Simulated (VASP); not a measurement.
VASP runs on VN (space group Fm-3m) share one base input (PBE GGA, plane waves, VASP's PBE PAW potentials (set 64)) and change the settings named in each case.

**INCAR**
```
# general
SYSTEM  = VN
PREC    = Accurate
ENCUT   = 400
LREAL   = F
LASPH   = T

# electronic loop
EDIFF   = 1E-6
NELM    = 100
ALGO    = Normal
LMAXMIX = 4

# smearing
ISMEAR  = 0
SIGMA   = 0.2

# functional
GGA     = PE

# ions
ISIF    = 2

# output
LWAVE   = F
LCHARG  = F
```

**KPOINTS**
```
Automatic mesh
0
Gamma
11 11 11
0 0 0
```

**POSCAR**
```
VN
1
    0.0000000000     2.0851520000     2.0851520000
    2.0851520000     0.0000000000     2.0851520000
    2.0851520000     2.0851520000     0.0000000000
V N
1 1
Direct
  0.0000000000   0.0000000000   0.0000000000
  0.5000000000   0.5000000000   0.5000000000
```

POTCAR, in this order: V_sv N (PBE.64 set). Program: vasp_std.

```json
[
 {"change": "base run", "E(σ→0) (eV/atom)": "-9.6373", "pressure (GPa)": "-15.64", "−TS (eV)": "-0.0374"},
 {"change": "GGA removed, POTCAR V_sv N (LDA.64 set)", "E(σ→0) (eV/atom)": "-10.6892", "pressure (GPa)": "…", "−TS (eV)": "…"},
 {"change": "KPOINTS 8×8×8 Γ-centred mesh", "E(σ→0) (eV/atom)": "-9.6372", "pressure (GPa)": "-15.66", "−TS (eV)": "-0.0402"},
 {"change": "LDAU = .TRUE., LDAUJ = 0 0, LDAUL = 2 -1, LDAUTYPE = 2, LDAUU = 6.0 0", "E(σ→0) (eV/atom)": "-6.4760", "pressure (GPa)": "0.35", "−TS (eV)": "-0.0354"}
]
```

Q: Complete the blanks.

A: 
- GGA removed, POTCAR V_sv N (LDA.64 set), pressure (GPa): -32.05
- GGA removed, POTCAR V_sv N (LDA.64 set), −TS (eV): -0.0372

Energies of different potentials or functionals have different zeros.  At 400 eV the pressure can carry a Pulay error.

Left out are runs that ran out of time, are held back, or changed the cell or the kind of run, fixed moments of cells without a moment, rows past the twelfth, gaps on odd meshes, pressures of charged cells and columns that move by less than the noise.

The structure comes from a computed database's VN entry; how it stands against other phases isn't given here. The cell was not relaxed at this level, its lattice was scaled by up to 2.5 %. The run is not spin-polarised, so no magnetic state was tried. VASP warned that the highest band is occupied, so more bands are needed.
